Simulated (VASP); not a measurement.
A convergence study with VASP on PdIn (CsCl type): one setting is varied, all else stays as given below, so the limit is that of these other settings. Each run relaxes cell and ions from the cell shown. The basis is that of the starting cell, so low cut-offs carry a Pulay error.

```
InPd
1.0
    3.25000     0.00000     0.00000
    0.00000     3.25000     0.00000
    0.00000     0.00000     3.25000
In Pd
1 1
Cartesian
  1.62500   1.62500   1.62500
  0.00000   0.00000   0.00000
```

Method: PBE GGA, VASP's PBE PAW potentials (set 64) (plane waves; VASP 6.6.1). The tightest run used: 700 eV cut-off, 10×10×10 Γ-centred mesh, first-order Methfessel-Paxton smearing of 0.10 eV, potentials In_d Pd.

**Question.** The settings run are ENCUT = 200; ENCUT = 250; ENCUT = 300; ENCUT = 350; ENCUT = 400; ENCUT = 450; ENCUT = 500; ENCUT = 550; ENCUT = 600; ENCUT = 650; ENCUT = 700. From which on does the relaxed volume stay within 0.05 Å³/atom of the tightest run?

**Answer.** From ENCUT = 450 on: it is off by 0.005 there and by no more than 0.05 in any finer run, while ENCUT = 400 is off by 0.070.
| setting | relaxed volume (Å³/atom) | E (eV/atom) | plane waves | difference judged (Å³/atom) |
|---|---|---|---|---|
| ENCUT = 200 | 15.692 | -4.4077 | 251 | 2.430 |
| ENCUT = 250 | 17.737 | -4.3644 | 320 | 0.385 |
| ENCUT = 300 | 18.075 | -4.3729 | 437 | 0.047 |
| ENCUT = 350 | 17.977 | -4.3682 | 536 | 0.145 |
| ENCUT = 400 | 18.052 | -4.3714 | 639 | 0.070 |
| ENCUT = 450 | 18.117 | -4.3737 | 768 | 0.005 |
| ENCUT = 500 | 18.119 | -4.3735 | 912 | 0.002 |
| ENCUT = 550 | 18.108 | -4.3730 | 1024 | 0.014 |
| ENCUT = 600 | 18.110 | -4.3733 | 1189 | 0.012 |
| ENCUT = 650 | 18.118 | -4.3736 | 1328 | 0.004 |
| ENCUT = 700 | 18.122 | -4.3737 | 1472 | 0.000 |

Left out are rungs that failed or repeat a setting and relaxations that didn't move; long series are thinned to 24 rows.

The compound is PdIn in the CsCl type structure. The electron count is odd and the run is not spin-polarised, which forces a metal.
